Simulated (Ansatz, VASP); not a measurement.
## Si in two plane-wave programs

One calculation is typed for both programs; each brings its own data sets. How far apart do they land? The structure shown is frame 338 of Ansatz's trajectory.

Main program and level: Ansatz 0.2.0; plane waves, with VASP 6.6.1 beside it; single point at PBE.

**1. The starting structure**

The cell holds 76 atoms: 76 Si. Cell: a = 11.131 Å, b = 11.131 Å, c = 11.131 Å, α = 90.0°, β = 90.0°, γ = 90.0°. As first built, before any earlier steps moved the atoms (in the runner's words): 76 atoms (76 Si) placed at random at 2.57 g/cm^3, melted at 2429 K for 5 ps at fixed volume with the modified Tersoff potential (Kumagai, Izumi, Hara and Sakai, Comput. Mater. Sci. 39, 457 (2007)). Snapshot at the end of a hold of 8 ps at 1735 K and fixed volume.

**2. Ansatz: dynamics, PBE**

Ansatz runs on its default PAW (the set named soft_2) files.

One frame of this run of dynamics is then solved in both programs, so the motion causes no difference.

input.yaml

```yaml
crystal:
  lattice:
    - [11.131, 0.0, 0.0]
    - [0.0, 11.131, 0.0]
    - [0.0, 0.0, 11.131]
  atoms:
    - { symbol: Si, position: [0.0604, 0.76, 0.12264] }
    - { symbol: Si, position: [0.82108, 0.97235, 0.26832] }
    - { symbol: Si, position: [0.61345, 0.72879, 0.54335] }
    - { symbol: Si, position: [0.27129, 0.60438, 0.58849] }
    - { symbol: Si, position: [0.61578, 0.40153, 0.7037] }
    - { symbol: Si, position: [0.93946, 0.15957, 0.93168] }
    - { symbol: Si, position: [0.82677, 0.50047, 0.4723] }
    - { symbol: Si, position: [0.81902, 0.63291, 0.81651] }
    - { symbol: Si, position: [0.78745, 0.60404, 0.29234] }
    - { symbol: Si, position: [0.90906, 0.88163, 0.02158] }
    - { symbol: Si, position: [0.94568, 0.07836, 0.14489] }
    - { symbol: Si, position: [0.95814, 0.34629, 0.72992] }
    - { symbol: Si, position: [0.95172, 0.64841, 0.66167] }
    - { symbol: Si, position: [0.06286, 0.55412, 0.04768] }
    - { symbol: Si, position: [0.23876, 0.44026, 0.01926] }
    - { symbol: Si, position: [0.39034, 0.59015, 0.00068] }
    - { symbol: Si, position: [0.26382, 0.45746, 0.23684] }
    - { symbol: Si, position: [0.07838, 0.94115, 0.57374] }
    - { symbol: Si, position: [0.22801, 0.90865, 0.17774] }
    - { symbol: Si, position: [0.27157, 0.68213, 0.18156] }
    - { symbol: Si, position: [0.56661, 0.1669, 0.14936] }
    - { symbol: Si, position: [0.37417, 0.41987, 0.58726] }
    - { symbol: Si, position: [0.02136, 0.7455, 0.86931] }
    - { symbol: Si, position: [0.56035, 0.62667, 0.32212] }
    - { symbol: Si, position: [0.31668, 0.69859, 0.84827] }
    - { symbol: Si, position: [0.80049, 0.27236, 0.20263] }
    - { symbol: Si, position: [0.72073, 0.93433, 0.482] }
    - { symbol: Si, position: [0.12586, 0.58799, 0.43532] }
    - { symbol: Si, position: [0.08062, 0.41766, 0.3338] }
    - { symbol: Si, position: [0.27327, 0.83562, 0.52178] }
    - { symbol: Si, position: [0.99089, 0.97917, 0.83094] }
    - { symbol: Si, position: [0.42472, 0.89036, 0.30068] }
    - { symbol: Si, position: [0.25046, 0.40573, 0.78724] }
    - { symbol: Si, position: [0.44602, 0.33135, 0.00256] }
    - { symbol: Si, position: [0.60073, 0.48665, 0.0378] }
    - { symbol: Si, position: [0.6903, 0.71415, 0.97014] }
    - { symbol: Si, position: [0.68901, 0.77048, 0.19092] }
    - { symbol: Si, position: [0.13799, 0.58936, 0.75262] }
    - { symbol: Si, position: [0.81908, 0.9941, 0.70661] }
    - { symbol: Si, position: [0.43577, 0.11065, 0.44101] }
    - { symbol: Si, position: [0.53, 0.31657, 0.50868] }
    - { symbol: Si, position: [0.90432, 0.46506, 0.89093] }
    - { symbol: Si, position: [0.37268, 0.00371, 0.62185] }
    - { symbol: Si, position: [0.22494, 0.87599, 0.9223] }
    - { symbol: Si, position: [0.87535, 0.77983, 0.3653] }
    - { symbol: Si, position: [0.35291, 0.17149, 0.15465] }
    - { symbol: Si, position: [0.43601, 0.95855, 0.85189] }
    - { symbol: Si, position: [0.83976, 0.12529, 0.45348] }
    - { symbol: Si, position: [0.00748, 0.46894, 0.56114] }
    - { symbol: Si, position: [0.58984, 0.37348, 0.22042] }
    - { symbol: Si, position: [0.91811, 0.47465, 0.19068] }
    - { symbol: Si, position: [0.58246, 0.02645, 0.30562] }
    - { symbol: Si, position: [0.33913, 0.67021, 0.38445] }
    - { symbol: Si, position: [0.17282, 0.20673, 0.98537] }
    - { symbol: Si, position: [0.56135, 0.138, 0.7783] }
    - { symbol: Si, position: [0.70488, 0.15473, 0.95388] }
    - { symbol: Si, position: [0.91022, 0.84191, 0.56629] }
    - { symbol: Si, position: [0.44088, 0.42998, 0.33772] }
    - { symbol: Si, position: [0.1875, 0.29953, 0.48453] }
    - { symbol: Si, position: [0.68112, 0.89011, 0.84052] }
    - { symbol: Si, position: [0.71427, 0.5631, 0.62846] }
    - { symbol: Si, position: [0.19194, 0.03498, 0.74314] }
    - { symbol: Si, position: [0.11942, 0.23462, 0.76373] }
    - { symbol: Si, position: [0.44038, 0.29392, 0.80215] }
    - { symbol: Si, position: [0.4567, 0.77204, 0.12689] }
    - { symbol: Si, position: [0.47665, 0.81736, 0.69988] }
    - { symbol: Si, position: [0.32156, 0.25803, 0.34282] }
    - { symbol: Si, position: [0.42146, 0.97087, 0.06283] }
    - { symbol: Si, position: [0.78928, 0.21054, 0.66236] }
    - { symbol: Si, position: [0.06226, 0.11767, 0.44471] }
    - { symbol: Si, position: [0.60928, 0.11617, 0.5867] }
    - { symbol: Si, position: [0.15257, 0.08858, 0.21368] }
    - { symbol: Si, position: [0.71076, 0.36931, 0.90381] }
    - { symbol: Si, position: [0.67261, 0.97508, 0.0615] }
    - { symbol: Si, position: [0.08549, 0.78745, 0.34823] }
    - { symbol: Si, position: [0.73146, 0.32539, 0.40724] }
kpoints:
  mp_grid: { grid: [1, 1, 1] }
hamiltonian:
  xc: pbe
scf:
  occupations: { method: fermi_dirac, width: 0.15 }
output:
  forces: true
  stress: true
md:
  timestep: 3.0
  n_steps: 1000
  ensemble: nvt_nose_hoover
  temperature: 1735
  initial_velocities: maxwell_boltzmann
  seed: 6
```

The run is started by

```console
> ansatz run input.yaml --threads 8 --pin off --max-ram 15360MiB --backend cpu --events-out ev --progress --plain --runs-dir out
```

Numbers of over 12 decimals in the logs are rounded to 6 here.

The program printed:

```text
Warning: md: disabling space-group detection — thermal motion breaks the input geometry's symmetry, so no spatial operation reduces the k-mesh or symmetrises the density; time reversal is kept, so that k and −k are solved as one point where they differ and the mesh holds both, and exact exchange and, on two spinor components, a DFT+U term hold to it where the run has them: on two components no moment then forms, and  [...]
Warning: output.stress: scf.convergence.dr2_threshold = 7.6e-8 eV (the default of an md: trajectory) is looser than the 7.6e-9 eV advised for a printed stress (1e-10 eV for each atom of the cell: 76). What an SCF threshold leaves in a stress goes as its square root, and in the free energy as the threshold itself, and one threshold admits the most on a small cell: [figures from the program's tests cut] Set scf.converg [...]
band count auto-derived: 234 (N_el = 304.0; filled up to band 152; 228 by the electrons, moments and atoms)
Engine: ansatz 0.2.0, aarch64-unknown-linux-gnu
Pseudopotentials: kind: paw
Pseudopotential: Si, paw, valence charge 4, recommended cutoff 420 eV (normal), Si.paw.azcp
Functional definition: PBE
  parameter kappa = 0.804
  parameter beta = 0.066725
  exchange = pbe_x(kappa = kappa, mu = beta*pi^2/3)
  correlation = pbe_c(beta = beta)
Crystal: 76 atoms, lattice volume = 1379.122 Å³
Basis set: ecut = 420 eV, 26961 PW (Γ), exchange–correlation on 150×150×150 points (8 copies of the dense FFT grid, shifted against one another)
Bands: 234, of which v1, the nominal top of the filled ones, is band 152 counted from 1 (151 counted from 0)
Symmetry: 1 space group operations
k-points: 1
Non-local potential: Si, projectors of the file, l = 0: 2, l = 1: 2, l = 2: 2
PAW form: soft (Blöchl's): semilocal exchange-correlation on the pseudo side does not see the compensation charge
PAW one-centre angular grid: Si, 110 points (default); XC on 64 Gauss nodes
Initial density: superposition of atomic densities (neutral atoms: chi_scale 0, normalization atom), corrected by the library's trained network
Initial wavefunctions: pseudopotential atomic-orbital guess
Functional: x = pbe(κ = 0.804, μ = 0.219515), c = pbe(β = 0.066725)
SCF iter   1: F=—  HF=-48280.340958 eV  |F-HF|=—  |Δ(HF+E_count)|=         —  Δρ=4.65e-3  dr2=1.15e0  ethr=1.77e-3  ⟨swp⟩=8.0  Hψ=1240  notcnv=0
preconditioner: auto → Kerker (q_TF=auto, 2.120 Å⁻¹)  [metal: Δε(μ)=0.056 eV  Ē_g=7.529 eV  σ=0.150 eV  W_gap=0.09  n_scr=250 (ndim 8)  ℏωp=17.4 eV  f_vac=0.000  D(μ)=31.39/eV (n_scr^D=178)]
SCF iter   2: F=—  HF=-48280.239451 eV  |F-HF|=—  |Δ(HF+E_count)|=   1.02e-1  Δρ=2.63e-3  dr2=2.95e-1  ethr=3.80e-4  ⟨swp⟩=1.0  Hψ=270  notcnv=0
SCF iter   3: F=—  HF=-48280.202691 eV  |F-HF|=—  |Δ(HF+E_count)|=   3.68e-2  Δρ=4.68e-4  dr2=5.54e-3  ethr=9.70e-5  ⟨swp⟩=2.0  Hψ=315  notcnv=0
SCF iter   4: F=—  HF=-48280.202907 eV  |F-HF|=—  |Δ(HF+E_count)|=   2.16e-4  Δρ=1.46e-4  dr2=9.84e-4  ethr=1.82e-6  ⟨swp⟩=3.0  Hψ=425  notcnv=0
SCF iter   5: F=—  HF=-48280.202999 eV  |F-HF|=—  |Δ(HF+E_count)|=   9.26e-5  Δρ=5.07e-5  dr2=1.19e-4  ethr=3.24e-7  ⟨swp⟩=2.0  Hψ=327  notcnv=0
SCF iter   6: F=—  HF=-48280.203068 eV  |F-HF|=—  |Δ(HF+E_count)|=   6.88e-5  Δρ=1.72e-5  dr2=1.69e-5  ethr=3.93e-8  ⟨swp⟩=2.0  Hψ=315  notcnv=0
SCF iter   7: F=—  HF=-48280.202305 eV  |F-HF|=—  |Δ(HF+E_count)|=   7.63e-4  Δρ=6.75e-6  dr2=1.77e-6  ethr=5.57e-9  ⟨swp⟩=2.0  Hψ=373  notcnv=0
SCF iter   8: F=—  HF=-48280.202305 eV  |F-HF|=—  |Δ(HF+E_count)|=   7.39e-7  Δρ=2.32e-6  dr2=2.98e-7  ethr=5.83e-10  ⟨swp⟩=2.0  Hψ=373  notcnv=0
SCF iter   9: F=-48280.202306 eV  HF=-48280.202306 eV  |F-HF|=1.35e-9  |Δ(HF+E_count)|=   1.03e-7  Δρ=9.36e-7  dr2=3.82e-8  ethr=2.50e-11  ⟨swp⟩=4.0  Hψ=710  notcnv=0
SCF 1 converged in 9 iterations: F = -48280.202306 eV  dr2 = 3.82e-8
  greatest PAW one-centre occupation: 0.698 electrons in one spin orbital (limit 2), on the Si atom at site 53 (counted from 0), in its partial waves of l = 0
[...]
md step   963: t =  2889.00 fs  T =  1957.0 K  F+E_penalty+E_count = -48272.96850216 eV  E_kin = 18.971998 eV  conserved = -48263.36607672 eV  P_inst = 3.1989 GPa  (5 SCF iters)
md step   966: t =  2898.00 fs  T =  1952.0 K  F+E_penalty+E_count = -48272.53548605 eV  E_kin = 18.923326 eV  conserved = -48263.35878973 eV  P_inst = 3.5167 GPa  (6 SCF iters)
md step   969: t =  2907.00 fs  T =  1918.6 K  F+E_penalty+E_count = -48271.87876422 eV  E_kin = 18.599410 eV  conserved = -48263.34812216 eV  P_inst = 3.7397 GPa  (6 SCF iters)
md step   972: t =  2916.00 fs  T =  1949.2 K  F+E_penalty+E_count = -48271.91045468 eV  E_kin = 18.896572 eV  conserved = -48263.35703835 eV  P_inst = 3.7318 GPa  (5 SCF iters)
md step   975: t =  2925.00 fs  T =  1987.6 K  F+E_penalty+E_count = -48272.04209605 eV  E_kin = 19.268541 eV  conserved = -48263.34474528 eV  P_inst = 3.6412 GPa  (6 SCF iters)
md step   978: t =  2934.00 fs  T =  2120.9 K  F+E_penalty+E_count = -48273.17839902 eV  E_kin = 20.560820 eV  conserved = -48263.36489365 eV  P_inst = 3.3097 GPa  (6 SCF iters)
md step   981: t =  2943.00 fs  T =  2163.1 K  F+E_penalty+E_count = -48273.48138725 eV  E_kin = 20.970527 eV  conserved = -48263.36205573 eV  P_inst = 3.1034 GPa  (6 SCF iters)
md step   984: t =  2952.00 fs  T =  2061.5 K  F+E_penalty+E_count = -48272.46973000 eV  E_kin = 19.984902 eV  conserved = -48263.35539106 eV  P_inst = 3.2511 GPa  (6 SCF iters)
md step   987: t =  2961.00 fs  T =  1918.7 K  F+E_penalty+E_count = -48271.12523276 eV  E_kin = 18.601224 eV  conserved = -48263.35515677 eV  P_inst = 3.5688 GPa  (6 SCF iters)
md step   990: t =  2970.00 fs  T =  1803.6 K  F+E_penalty+E_count = -48270.06187208 eV  E_kin = 17.485205 eV  conserved = -48263.34260176 eV  P_inst = 3.8341 GPa  (8 SCF iters)
md step   993: t =  2979.00 fs  T =  1810.5 K  F+E_penalty+E_count = -48270.20753727 eV  E_kin = 17.552147 eV  conserved = -48263.34798488 eV  P_inst = 3.7417 GPa  (5 SCF iters)
md step   996: t =  2988.00 fs  T =  1864.3 K  F+E_penalty+E_count = -48270.81387614 eV  E_kin = 18.073083 eV  conserved = -48263.34904054 eV  P_inst = 3.4132 GPa  (5 SCF iters)
md step   999: t =  2997.00 fs  T =  1921.0 K  F+E_penalty+E_count = -48271.46512145 eV  E_kin = 18.622974 eV  conserved = -48263.34545531 eV  P_inst = 2.9741 GPa  (5 SCF iters)
iter 1 solved again at ethr=1.21e-4 eV; its pass at ethr=3.10e-3 eV (dr2=3.67e-1 eV) is discarded
SCF iter   1: F=—  HF=-48271.769218 eV  |F-HF|=—  |Δ(HF+E_count)|=         —  Δρ=3.13e-3  dr2=3.61e-1  ethr=1.21e-4  ⟨swp⟩=1.0  Hψ=1146  notcnv=0
preconditioner: auto → Kerker (q_TF=auto, 2.120 Å⁻¹)  [metal: Δε(μ)=0.039 eV  Ē_g=7.490 eV  σ=0.150 eV  W_gap=0.07  n_scr=250 (ndim 8)  ℏωp=17.4 eV  f_vac=0.002  D(μ)=32.85/eV (n_scr^D=202)]
SCF iter   2: F=—  HF=-48271.715874 eV  |F-HF|=—  |Δ(HF+E_count)|=   5.33e-2  Δρ=1.71e-3  dr2=8.31e-2  ethr=1.19e-4  ⟨swp⟩=1.0  Hψ=234  notcnv=0
SCF iter   3: F=—  HF=-48271.699586 eV  |F-HF|=—  |Δ(HF+E_count)|=   1.63e-2  Δρ=2.58e-4  dr2=9.03e-4  ethr=2.73e-5  ⟨swp⟩=3.0  Hψ=398  notcnv=0
SCF iter   4: F=—  HF=-48271.699564 eV  |F-HF|=—  |Δ(HF+E_count)|=   2.23e-5  Δρ=5.29e-5  dr2=6.55e-5  ethr=2.97e-7  ⟨swp⟩=2.0  Hψ=403  notcnv=0
SCF iter   5: F=—  HF=-48271.699061 eV  |F-HF|=—  |Δ(HF+E_count)|=   5.02e-4  Δρ=1.32e-5  dr2=5.74e-6  ethr=2.16e-8  ⟨swp⟩=2.0  Hψ=410  notcnv=0
SCF iter   6: F=—  HF=-48271.699063 eV  |F-HF|=—  |Δ(HF+E_count)|=   1.47e-6  Δρ=4.52e-6  dr2=9.87e-7  ethr=1.89e-9  ⟨swp⟩=2.0  Hψ=319  notcnv=0
SCF iter   7: F=—  HF=-48271.699063 eV  |F-HF|=—  |Δ(HF+E_count)|=   3.43e-7  Δρ=1.63e-6  dr2=1.25e-7  ethr=3.25e-10  ⟨swp⟩=2.0  Hψ=321  notcnv=0
SCF iter   8: F=-48271.699063 eV  HF=-48271.699063 eV  |F-HF|=2.34e-9  |Δ(HF+E_count)|=   6.29e-8  Δρ=5.69e-7  dr2=1.81e-8  ethr=2.50e-11  ⟨swp⟩=4.0  Hψ=685  notcnv=0
SCF 1001 converged in 8 iterations: F = -48271.699063 eV  dr2 = 1.81e-8
SCF converged after 8 iterations
Free energy (F): -48271.699063 eV
Harris-Foulkes:  -48271.699063 eV  (|F-HF|=2.34e-9)
Internal energy: -48269.271840 eV  (E = F + TS)
E sigma→0 (E₀):  -48270.485452 eV
Entropy (-TS):   -2.427223 eV (-31.937 meV/atom)
Fermi energy:    7.483631 eV
--- Per-component energies (eV) ---
  E_band       = 685.527211
  E_kinetic    = 3042.423833
  E_local      = -2288.807762  (includes V_loc(G=0)·N_el)
  E_nonlocal   = 1962.367721
  E_hartree    = 842.880801
  E_xc         = -4204.604688
  E_vxc        = -3563.166038  (∫ρ·V_xc dr)
  E_paw        = -38933.844242  (= ΣΔE_a)
  E_vpaw       = -153.054814  (= ΣTr[D̂ρ^β])
  E_aug_tail   = 0.000534  (compensation charges beyond the density's cutoff)
  E_ewald      = -8689.688037
  E_smearing   = -2.427223  (= −TS)
  E_closure    = -0.000000  (closes the sum)
  Σ components = -48271.699063   (vs F -48271.699063, Δ=0.00e0)
--- Forces (eV/Å), atoms counted from 1 ---
  atom   1  Si     0.53668471    -0.09926174     0.12716254
  atom   2  Si    -0.54972012    -0.05989258     0.26765853
  atom   3  Si    -1.39864913    -1.83892146    -0.68552849
  atom   4  Si     0.60852211     0.66104237    -0.03381003
  atom   5  Si    -1.10025698    -0.22054621     1.74215499
  atom   6  Si     1.07928891     0.37375023     1.43324511
  atom   7  Si     0.44973448     1.22260734     0.02981508
  atom   8  Si     0.43812862    -0.17832829     0.00389802
  atom   9  Si     0.66969985    -0.04937954    -0.19320828
  atom  10  Si    -0.94358401     0.24572245    -0.19765235
  atom  11  Si     0.80746116     0.42056871    -0.12925386
  atom  12  Si     1.47236141     0.57256005     0.27244342
  atom  13  Si     0.02149924    -1.45666495     0.13010284
  atom  14  Si     0.25207610     1.25794577    -0.11079596
  atom  15  Si    -0.54731317     0.88558429    -1.36036318
  atom  16  Si    -0.88796681     0.24802048     0.35967836
  atom  17  Si    -0.55898341    -0.78049607    -0.19700705
  atom  18  Si    -0.40859716     0.24387440     0.48316224
  atom  19  Si    -1.74569095    -0.56763572     0.10234477
  atom  20  Si     0.33085924    -1.27397519     0.27958879
  atom  21  Si     0.74901969     0.42058234     0.81114423
  atom  22  Si    -1.30929716     0.12831030     1.67076741
  atom  23  Si     1.48923829     0.22543680    -0.21782897
  atom  24  Si     1.35582187    -1.02368752    -0.10801058
[...]
atom  69  Si    -0.43165437    -1.10619507    -0.83954729
  atom  70  Si     0.20019095     0.01648013    -0.80519610
  atom  71  Si     1.13677009    -1.56569889     1.00087424
  atom  72  Si    -0.81703910    -0.63824308     0.21043103
  atom  73  Si     0.41941980    -0.02150682    -0.07620187
  atom  74  Si    -0.53422177     1.14136524    -0.41636717
  atom  75  Si    -1.31500880    -0.56406554    -0.35521519
  atom  76  Si     0.17520362     0.35886803     0.87727801
  max |Σ_I F_I| component: 2.19e-5 eV/Å
--- Stress (GPa, compression-positive) ---
        0.683426      -0.399600      -0.214044
       -0.399600       1.518206      -0.690147
       -0.214044      -0.690147       1.835063
  P = ⅓ Tr σ = 1.3456 GPa (13.456 kbar)
--- MD trajectory: 1000 steps, t = 0.0 → 3000.0 fs ---
  final state: T = 1940.8 K   F+E_penalty+E_count = -48271.69906312 eV   E_kin = 18.814634 eV
  conserved energy: peak-to-peak 6.589e-2 eV (8.670e-4 eV/atom) over 3000.0 fs
```

(Part 1 of 2 ends here.)

[Lines on the potential files, build, host, timing and source positions are cut from VASP's logs without a mark.]

[Logs are printed without paths, hosts, clocks, repeated set-up lines and the standing remarks that a program may print on its own settings, such as how far it seeks lower states.]

[Hosts, paths, dates, database ids (printed as entryN), source tags and the programs' standing remarks are cut or masked in the printed files.]
